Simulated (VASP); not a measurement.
# TiSi2 (Zhiqinite) with LDA: from relaxation to properties, part 2 of 4

Wanted: the relaxed cell of TiSi2 (Zhiqinite) and its properties. The start is a cell from a database of measured crystal structures.

VASP 6.6.1; LDA; plane waves and PAW (Ti_sv, Si).

Still holding for the runs below: The k-mesh is coarse for a metal.

So far. Step 2 (Relaxing cell and atoms (LDA)): It ends with a largest force of 0.001 eV/Å and a pressure of 0.00 GPa. The volume lies -3.2 % from that of the database's start, which holds the thermal and zero-point expansion of its experiment. LDA is known to overbind. Step 3 (Second relaxation): It ends with a largest force of 0.001 eV/Å and a pressure of -0.01 GPa. The relaxed cell has a, b, c = 4.733, 8.139, 8.415 Å (conventional setting).

The database entry behind the starting cell is an old determination (1939), so it need not match the best structure at ambient conditions.

## Step 4: Density, ELF and potential (LDA)

The relaxed cell gets a fresh self-consistent run, on a basis set for its own volume, to fix the density and to check the remaining stress.

The input, INCAR:

```
SYSTEM = TiSi2
PREC = Accurate
ENCUT = 400
EDIFF = 1E-06
NELM = 100
ISMEAR = 0
SIGMA = 0.05
LREAL = .FALSE.
ALGO = Normal
GGA = CA
NBANDS = 26
LASPH = .TRUE.
LORBIT = 11
LWAVE = .FALSE.
LCHARG = .TRUE.
ISIF = 2
LELF = .TRUE.
LVHAR = .TRUE.
```

The input, POSCAR:

```
TiSi2
1.0
    0.0000000000      4.0693933706      4.2076317130
    2.3665092189      0.0000000000      4.2076317130
    2.3665092189      4.0693933706      0.0000000000
Ti Si
2 4
Direct
    0.7500000000      0.7500000000      0.7500000000
    0.5000000000      0.5000000000      0.5000000000
    0.0849561139      0.4150438861      0.0849561139
    0.4150438861      0.0849561139      0.4150438861
    0.1650438861      0.8349561139      0.1650438861
    0.8349561139      0.1650438861      0.8349561139
```

The input, KPOINTS:

```
Automatic mesh
0
Gamma
6 6 6
0 0 0
```

Potentials, in the order of the species: Ti_sv and Si (LDA family, release 64).

On the command line:

```bash
$ mpirun -np 4 vasp_std
```

The log of the run:

```text
[banner, memory and clock lines left out]
running    4 mpi-ranks, on    1 nodes
 distrk:  each k-point on    4 cores,    1 groups
 distr:  one band on    1 cores,    4 groups

 POSCAR found type information on POSCAR TiSi
 POSCAR found :  2 types and       6 ions
 LDA part: xc-table for (Slater(with rela. corr.)+CA(PZ))
 , standard interpolation
|                                                                             |
|           W    W    AA    RRRRR   N    N  II  N    N   GGGG   !!!           |
|           W    W   A  A   R    R  NN   N  II  NN   N  G    G  !!!           |
|           W    W  A    A  R    R  N N  N  II  N N  N  G       !!!           |
|           W WW W  AAAAAA  RRRRR   N  N N  II  N  N N  G  GGG   !            |
|           WW  WW  A    A  R   R   N   NN  II  N   NN  G    G                |
|           W    W  A    A  R    R  N    N  II  N    N   GGGG   !!!           |
|                                                                             |
|     The number of bands has been changed from the values supplied in        |
|     The orbitals not found in the WAVECAR file will be initialized with     |
|     random numbers, which is usually adequate. For correlated               |
|     calculations, however, you should redo the groundstate calculation.     |
|     I found NBANDS = 26. Now, NBANDS = 28.                                  |
|                                                                             |

 POSCAR, INCAR and KPOINTS ok, starting setup
 FFT: planning ... GRIDC
 FFT: planning ... GRID_SOFT
 FFT: planning ... GRID
 WAVECAR not read
 entering main loop
       N       E                     dE             d eps       ncg     rms          rms(c)
DAV:   1     0.348230715617E+03    0.34823E+03   -0.16341E+04  2576   0.127E+03
DAV:   2    -0.592907515958E+01   -0.35416E+03   -0.34558E+03  2596   0.399E+02
DAV:   3    -0.455255525566E+02   -0.39596E+02   -0.39008E+02  4484   0.114E+02
DAV:   4    -0.481989592403E+02   -0.26734E+01   -0.26619E+01  3552   0.268E+01
DAV:   5    -0.483604220834E+02   -0.16146E+00   -0.16142E+00  3980   0.581E+00    0.192E+01
DAV:   6    -0.455747788337E+02    0.27856E+01   -0.31678E+01  3624   0.406E+01    0.692E+00
DAV:   7    -0.450530547714E+02    0.52172E+00   -0.59876E+00  3488   0.184E+01    0.546E+00
DAV:   8    -0.449728893724E+02    0.80165E-01   -0.68857E-01  3512   0.626E+00    0.110E+00
DAV:   9    -0.449640925900E+02    0.87968E-02   -0.10677E-01  3576   0.274E+00    0.496E-01
DAV:  10    -0.449646929734E+02   -0.60038E-03   -0.41525E-03  3428   0.511E-01    0.221E-01
DAV:  11    -0.449646705232E+02    0.22450E-04   -0.30302E-03  3804   0.407E-01    0.130E-01
DAV:  12    -0.449645937410E+02    0.76782E-04   -0.84665E-04  3552   0.233E-01    0.174E-02
DAV:  13    -0.449645914558E+02    0.22852E-05   -0.37761E-05  3424   0.552E-02    0.133E-02
DAV:  14    -0.449645912671E+02    0.18865E-06   -0.17436E-06  2576   0.113E-02
   1 F= -.44964591E+02 E0= -.44963383E+02  d E =-.241750E-02
```

It took 44 s on 4 MPI ranks of AMD EPYC 7R43, shared host; peak memory 0.42 GiB; 2.8 min of CPU time.

From OUTCAR (step 4):

```text
 Found     46 irreducible k-points:

   k-points           NKPTS =     46   k-points in BZ     NKDIM =     46   number of bands    NBANDS=     28

   NELECT =      40.0000    total number of electrons

 E-fermi :  10.5609

 k-point     1 :       0.0000    0.0000    0.0000
  band No.  band energies     occupation
    ...
     17       8.2114      2.00000
     18       8.5264      2.00000
     19       8.7769      2.00000
     20       9.1032      2.00000
     21       9.5312      2.00000
     22      12.6028      0.00000
     23      13.7428      0.00000
     24      14.0432      0.00000
     25      14.0615      0.00000
     26      14.0726      0.00000
    ...

 k-point     2 :       0.1667    0.0000    0.0000
  band No.  band energies     occupation
    ...
     17       8.4270      2.00000
     18       8.5615      2.00000
     19       9.2137      2.00000
     20       9.3559      2.00000
     21       9.6151      2.00000
     22      12.3056      0.00000
     23      13.4893      0.00000
     24      13.5773      0.00000
     25      13.7571      0.00000
     26      13.9088      0.00000
    ...

  Total       -0.0179921     -0.0231596      0.0381436      0.0000000      0.0000000      0.0000000
  in kB       -0.3557028     -0.4578631      0.7540952      0.0000000      0.0000000      0.0000000
  external PRESSURE =      -0.0198236 kB  Pullay stress =       0.0000000 kB

 POSITION                                       TOTAL-FORCE (eV/Angst)
 -----------------------------------------------------------------------------------
      3.54976      6.10409      6.31145        -0.000000      0.000000      0.000000
      2.36651      4.06939      4.20763         0.000000     -0.000000     -0.000000
      1.18325      0.69144      2.10382        -0.000000      0.001169     -0.000000
      1.18325      3.37795      2.10382        -0.000000     -0.001169     -0.000000
      2.36651      1.34326      4.20763        -0.000000     -0.001169     -0.000000
      2.36651      6.79553      4.20763        -0.000000      0.001169     -0.000000
 -----------------------------------------------------------------------------------
    total drift:                               -0.000000      0.000000      0.000000

  FREE ENERGIE OF THE ION-ELECTRON SYSTEM (eV)
  ---------------------------------------------------
  free  energy   TOTEN  =       -44.9645912671 eV

  energy  without entropy=      -44.9621737680  energy(sigma->0) =      -44.96338252

[... 9 parts as in an earlier step ...]

[... 5 further parts left out ...]
```

This step gave:

```
SCF cycles : 14
bands      : 28
pressure   : -0.001982 GPa
```

Valence electrons inside each PAW sphere by angular momentum. Sphere charges, by row:

```
atom  s (e)  p (e)  d (e)  tot (e)
 Ti1  2.181  6.182  2.137     10.5
 Ti2  2.181  6.182  2.137     10.5
 Si3  0.779  0.889      0    1.667
 Si4  0.779  0.889      0    1.667
 Si5  0.779  0.889      0    1.667
 Si6  0.779  0.889      0    1.667
```

ELF in the bc plane of the conventional cell at fractional x = 0.000, with atoms of Ti and Si within 0.2 Å of it. It is the smooth field of the valence electrons, not physical close to the nuclei.

Ten even steps from '0' (0.13) to '9' (0.94), each cell a mean:
```
45311575016983026631254
24556764102431036765653
02577653210000234567641
02455323443234432245531
23442102566556531014432
45542002455555531013555
56652012443224541013565
23443234542013554223443
00123467752014676543210
32014676554235666763013
86115752135445213662038
97215740035454102662049
64015764354335435762026
10024667763124677653101
11333346652013665433321
45542123542113542113554
56652002454334531013565
34542002565556531013544
12453112555445531124531
02566433331112333456631
13677664200110135677642
34544675104652036753453
45300475027994027620145
```
Columns run along b (8.1 Å), rows up along c (8.4 Å), edges of the conventional cell, whose origin can differ from the input's. Atoms in or near the plane, at fractional coordinates: Ti at (0.50, 0.00), Ti at (0.00, 0.50), Si at (0.17, 0.00), Si at (0.67, 0.50), Si at (0.83, 0.00), Si at (0.33, 0.50).

Electrostatic potential energy in the bc plane of the conventional cell at fractional x = 0.000, with atoms of Ti and Si within 0.2 Å of it. With pseudopotentials it is smooth inside the atoms' cores, unlike the true potential.

Ten even steps from '0' (-87 eV) to '9' (1 eV), each cell a mean:
```
98400489974235899610179
99755799986557999864689
99999999999889999999999
99999999999999999999999
99999999999999999999999
99999999999999999999999
99999999999999999999999
99999999999999999999999
89999999999999999999998
56899975589998656899975
24799840048997101699853
23699820038996000699842
35899852269998313799964
78999987789999878999987
99999999999999999999999
99999999999999999999999
99999999999999999999999
99999999999999999999999
99999999999999999999999
99999999999999999999999
99987899998778999987899
99622699985346999732489
98300389963225899500069
```
Columns run along b (8.1 Å; values clipped at the 3rd and 97th percentile), rows up along c (8.4 Å), edges of the conventional cell, whose origin can differ from the input's. Atoms in or near the plane, at fractional coordinates: Ti at (0.50, 0.00), Ti at (0.00, 0.50), Si at (0.17, 0.00), Si at (0.67, 0.50), Si at (0.83, 0.00), Si at (0.33, 0.50).

Valence density in the bc plane of the conventional cell at fractional x = 0.000, with atoms of Ti and Si within 0.2 Å of it. It is the smooth field of the valence electrons, not physical close to the nuclei.

Ten steps, logarithmic in the rise over the least value, from '0' (0 e/Å³) to '9' (13 e/Å³), each cell a mean:
```
23322332247986323321232
22333332235664222333332
22333322223332222333322
22233222222222222223322
22222222223333222222222
22322222232223322222332
33222222222222222222233
22222223322222332222222
33222233332222333322223
65322333332223333322246
97422332233223212332368
98523330133233202332369
86422332233223323332357
54222333332223333322234
32222233322222333222223
22222222222222222222222
33322222222222222222333
22222222233333322222222
22222222222222222222222
22233222222322222233322
22333322224443222333332
23333332246875323332332
23210332258996323320233
```
Columns run along b (8.1 Å), rows up along c (8.4 Å), edges of the conventional cell, whose origin can differ from the input's. Atoms in or near the plane, at fractional coordinates: Ti at (0.50, 0.00), Ti at (0.00, 0.50), Si at (0.17, 0.00), Si at (0.67, 0.50), Si at (0.83, 0.00), Si at (0.33, 0.50).

In this run the pressure is 0.00 GPa, small enough to go on.

## Step 5: Bands along the symmetry lines (LDA)

The mesh alone shows little of the dispersion and can miss band extrema, so KPOINTS_OPT adds a path through the symmetry points after the self-consistent cycle.

The input, INCAR:

```
SYSTEM = TiSi2
PREC = Accurate
ENCUT = 400
EDIFF = 1E-06
NELM = 100
ISMEAR = 0
SIGMA = 0.05
LREAL = .FALSE.
ALGO = Normal
GGA = CA
NBANDS = 36
LASPH = .TRUE.
LORBIT = 11
LWAVE = .FALSE.
LCHARG = .FALSE.
KPAR = 4
```

POSCAR is that of step 4.

KPOINTS is that of step 4.

The input, KPOINTS_OPT:

```
Line mode
16
Line-mode
Reciprocal
  0.00000000   0.00000000   0.00000000 GAMMA
  0.50000000   0.00000000   0.50000000 Y

  0.50000000   0.00000000   0.50000000 Y
  1.00000000   0.50000000   0.50000000 T

  1.00000000   0.50000000   0.50000000 T
  0.50000000   0.50000000   0.00000000 Z

  0.50000000   0.50000000   0.00000000 Z
  0.00000000   0.00000000   0.00000000 GAMMA

  0.00000000   0.00000000   0.00000000 GAMMA
  0.00000000   0.41362938   0.41362938 X

  0.00000000   0.41362938   0.41362938 X
  0.50000000   0.24453583   0.74453583 A1

  0.50000000   0.24453583   0.74453583 A1
  0.50000000   0.00000000   0.50000000 Y

  1.00000000   0.50000000   0.50000000 T
  1.00000000   0.58637062   0.58637062 X1

  0.00000000   0.41362938   0.41362938 X
  0.50000000   0.75546417   0.25546417 A

  0.50000000   0.75546417   0.25546417 A
  0.50000000   0.50000000   0.00000000 Z

  0.50000000   0.50000000   0.50000000 L
  0.00000000   0.00000000   0.00000000 GAMMA
```

On the command line:

```bash
$ mpirun -np 4 vasp_std
```

The log of the run:

```text
[... set-up lines as in an earlier step ...]
 entering main loop
       N       E                     dE             d eps       ncg     rms          rms(c)
DAV:   1     0.348311074515E+03    0.34831E+03   -0.15399E+04  3312   0.989E+02
DAV:   2    -0.844653047873E+01   -0.35676E+03   -0.34017E+03  3368   0.322E+02
DAV:   3    -0.455773592774E+02   -0.37131E+02   -0.36259E+02  5108   0.923E+01
DAV:   4    -0.482483829311E+02   -0.26710E+01   -0.26421E+01  4568   0.222E+01
DAV:   5    -0.483608191071E+02   -0.11244E+00   -0.11241E+00  4664   0.410E+00    0.192E+01
DAV:   6    -0.456103547925E+02    0.27505E+01   -0.14385E+01  4248   0.316E+01    0.681E+00
DAV:   7    -0.450593470406E+02    0.55101E+00   -0.28746E+00  3888   0.149E+01    0.574E+00
DAV:   8    -0.449851416924E+02    0.74205E-01   -0.46969E-01  3936   0.551E+00    0.175E+00
DAV:   9    -0.449646057726E+02    0.20536E-01   -0.10193E-01  3984   0.297E+00    0.549E-01
DAV:  10    -0.449648245329E+02   -0.21876E-03   -0.53093E-03  4148   0.408E-01    0.279E-01
DAV:  11    -0.449646796141E+02    0.14492E-03   -0.25493E-03  4772   0.362E-01    0.163E-01
DAV:  12    -0.449645921366E+02    0.87478E-04   -0.44470E-04  3928   0.192E-01    0.203E-02
DAV:  13    -0.449645914337E+02    0.70283E-06   -0.16767E-05  4088   0.293E-02    0.145E-02
DAV:  14    -0.449645911242E+02    0.30957E-06   -0.28472E-06  3672   0.113E-02
   1 F= -.44964591E+02 E0= -.44963382E+02  d E =-.241752E-02
 Start KPOINTS_OPT (optional k-point list driver)
k-point batch [1-46\176]
       N       E                     dE             ncg
DAV:   1     0.493549253016E+04   -0.31500E+05     3312
DAV:   2    -0.115433235189E+05   -0.16479E+05     3352
DAV:   3    -0.132976246189E+05   -0.17543E+04     5036
DAV:   4    -0.134300641942E+05   -0.13244E+03     4504
DAV:   5    -0.134358171797E+05   -0.57530E+01     4480
DAV:   6    -0.134358601084E+05   -0.42929E-01     4308
DAV:   7    -0.134358610947E+05   -0.98633E-03     4556
DAV:   8    -0.134358611149E+05   -0.20128E-04     4084
DAV:   9    -0.134358611156E+05   -0.68958E-06     2824
[...]
k-point batch [139-176\176]
       N       E                     dE             ncg
DAV:   1     0.128857630284E+05   -0.25459E+05     2736
DAV:   2    -0.667573897290E+03   -0.13553E+05     2756
DAV:   3    -0.208655378531E+04   -0.14190E+04     4076
DAV:   4    -0.220292976758E+04   -0.11638E+03     3712
DAV:   5    -0.220765988722E+04   -0.47301E+01     3604
DAV:   6    -0.220770088175E+04   -0.40995E-01     3676
DAV:   7    -0.220770173720E+04   -0.85545E-03     3580
DAV:   8    -0.220770176062E+04   -0.23426E-04     3456
DAV:   9    -0.220770176165E+04   -0.10317E-05     2188
DAV:  10    -0.220770176173E+04   -0.78175E-07     1808
```

The job ended after 2.5 min (4 MPI ranks; peak memory 0.91 GiB).

Parts of OUTCAR (step 5):

```text
   k-points           NKPTS =     46   k-points in BZ     NKDIM =     46   number of bands    NBANDS=     36

   NELECT =      40.0000    total number of electrons

 E-fermi :  10.5611

 k-point     1 :       0.0000    0.0000    0.0000
  band No.  band energies     occupation
    ...
     17       8.2114      2.00000
     18       8.5264      2.00000
     19       8.7769      2.00000
     20       9.1033      2.00000
     21       9.5314      2.00000
     22      12.6032      0.00000
     23      13.7431      0.00000
     24      14.0434      0.00000
     25      14.0615      0.00000
     26      14.0730      0.00000
    ...

  Total       -0.0212715     -0.0275628      0.0344611      0.0000000      0.0000000      0.0000000
  in kB       -0.4205364     -0.5449144      0.6812936      0.0000000      0.0000000      0.0000000
  external PRESSURE =      -0.0947191 kB  Pullay stress =       0.0000000 kB

 POSITION                                       TOTAL-FORCE (eV/Angst)
 -----------------------------------------------------------------------------------
      3.54976      6.10409      6.31145         0.000000      0.000000     -0.000000
      2.36651      4.06939      4.20763        -0.000000     -0.000000     -0.000000
      1.18325      0.69144      2.10382        -0.000000      0.001259     -0.000000
      1.18325      3.37795      2.10382        -0.000000     -0.001259     -0.000000
      2.36651      1.34326      4.20763         0.000000     -0.001259      0.000000
      2.36651      6.79553      4.20763         0.000000      0.001259      0.000000
 -----------------------------------------------------------------------------------
    total drift:                               -0.000000      0.000000      0.000000

  FREE ENERGIE OF THE ION-ELECTRON SYSTEM (eV)
  ---------------------------------------------------
  free  energy   TOTEN  =       -44.9645911242 eV

  energy  without entropy=      -44.9621736032  energy(sigma->0) =      -44.96338236

[... 8 parts as in an earlier step ...]

[... 8 further parts left out ...]
```

Numbers from this step:

| Property | Result |
| --- | --- |
| bands | 36 |
| pressure | -0.009472 GPa |

The electronic bands at the labelled points (eV, zero at the Fermi level; # counts the bands kept, so #1 is VASP's band 10):

| point | #8 | #9 | #10 | #11 | #12 | #13 | #14 | #15 |
| --- | --- | --- | --- | --- | --- | --- | --- | --- |
| Γ | -2.35 | -2.03 | -1.78 | -1.46 | -1.03 | 2.04 | 3.18 | 3.48 |
| 0.53 of the way | -1.94 | -1.54 | -1.40 | -1.36 | -1.22 | 1.64 | 3.09 | 3.15 |
| Y | -2.39 | -2.39 | -0.96 | -0.96 | 1.24 | 1.24 | 3.38 | 3.38 |
| 0.53 of the way | -1.10 | -1.10 | -0.80 | -0.80 | 0.89 | 0.89 | 2.63 | 2.63 |
| T | -1.28 | -1.28 | -0.73 | -0.73 | 0.86 | 0.86 | 2.32 | 2.32 |
| 0.47 of the way | -1.38 | -1.38 | -0.53 | -0.53 | 0.71 | 0.71 | 2.07 | 2.07 |
| Z | -1.62 | -1.62 | -1.10 | -1.10 | 0.76 | 0.76 | 3.29 | 3.29 |
| 0.47 of the way | -1.85 | -1.71 | -1.65 | -1.32 | -1.17 | 1.41 | 3.22 | 3.25 |
| Γ | -2.35 | -2.03 | -1.78 | -1.46 | -1.03 | 2.04 | 3.18 | 3.48 |
| 0.53 of the way | -2.21 | -0.32 | -0.16 | 0.15 | 0.21 | 1.50 | 1.54 | 2.06 |
| X | -1.41 | -0.52 | -0.02 | -0.01 | 0.75 | 0.92 | 1.86 | 2.57 |
| 0.47 of the way | -1.43 | -0.74 | -0.35 | 0.06 | 0.91 | 1.27 | 1.31 | 1.94 |
| A1 | -1.77 | -1.77 | -1.47 | -1.47 | 1.38 | 1.38 | 2.21 | 2.21 |
| 0.47 of the way | -1.56 | -1.56 | -1.29 | -1.29 | 1.32 | 1.32 | 2.76 | 2.76 |
| Y | -2.39 | -2.39 | -0.96 | -0.96 | 1.24 | 1.24 | 3.38 | 3.38 |
| jump to T | -1.28 | -1.28 | -0.73 | -0.73 | 0.86 | 0.86 | 2.32 | 2.32 |
| 0.47 of the way | -1.07 | -0.94 | -0.65 | -0.39 | 0.84 | 0.88 | 2.12 | 2.51 |
| X1 | -1.41 | -0.52 | -0.02 | -0.01 | 0.75 | 0.92 | 1.86 | 2.57 |
| jump to X | -1.41 | -0.52 | -0.02 | -0.01 | 0.75 | 0.92 | 1.86 | 2.57 |
| 0.47 of the way | -1.83 | -0.57 | -0.49 | -0.38 | 1.13 | 1.28 | 2.19 | 2.38 |
| A | -1.77 | -1.77 | -1.47 | -1.47 | 1.38 | 1.38 | 2.21 | 2.21 |
| 0.53 of the way | -1.80 | -1.80 | -1.23 | -1.23 | 1.16 | 1.16 | 1.98 | 1.98 |
| Z | -1.62 | -1.62 | -1.10 | -1.10 | 0.76 | 0.76 | 3.29 | 3.29 |
| jump to L | -2.06 | -1.19 | -0.11 | 0.08 | 1.00 | 1.37 | 1.74 | 2.25 |
| 0.47 of the way | -1.81 | -1.46 | -1.24 | -0.98 | -0.34 | 1.36 | 2.66 | 2.69 |
| Γ | -2.35 | -2.03 | -1.78 | -1.46 | -1.03 | 2.04 | 3.18 | 3.48 |

Of the projections kept (Ti, Si), the largest for each band there; the rest of the weight can lie on other orbitals:

```
point       #8       #9      #10      #11      #12      #13      #14      #15
    Γ  Ti 0.56  Si 0.81  Ti 0.51  Ti 0.65  Ti 0.88  Ti 1.00  Ti 0.90  Ti 0.59
    Y  Si 0.58  Si 0.58  Ti 0.83  Ti 0.83  Ti 0.91  Ti 0.91  Ti 0.84  Ti 0.84
    T  Ti 0.61  Ti 0.61  Ti 0.77  Ti 0.77  Ti 0.90  Ti 0.90  Ti 0.76  Ti 0.76
    Z  Ti 0.53  Ti 0.53  Ti 0.88  Ti 0.88  Ti 0.78  Ti 0.78  Ti 0.82  Ti 0.82
    Γ  Ti 0.56  Si 0.81  Ti 0.51  Ti 0.65  Ti 0.88  Ti 1.00  Ti 0.90  Ti 0.59
    X  Ti 0.64  Ti 0.80  Ti 0.81  Ti 0.88  Ti 0.91  Ti 0.94  Ti 0.54  Ti 0.92
```

There is no gap at this level.

Of the bands kept, 4 cross the Fermi level on this path.

(Part 2 of 4 ends here.)

[Lines on the potential files, build, host, timing and source positions are cut from VASP's logs without a mark.]

[Logs are printed without paths, hosts, clocks, repeated set-up lines and the standing remarks that a program may print on its own settings, such as how far it seeks lower states.]

[Hosts, paths, dates, database ids (printed as entryN), source tags and the programs' standing remarks are cut or masked in the printed files.]

[A measured line is paired with the nearest computed mode of its activity, which favours agreement.]
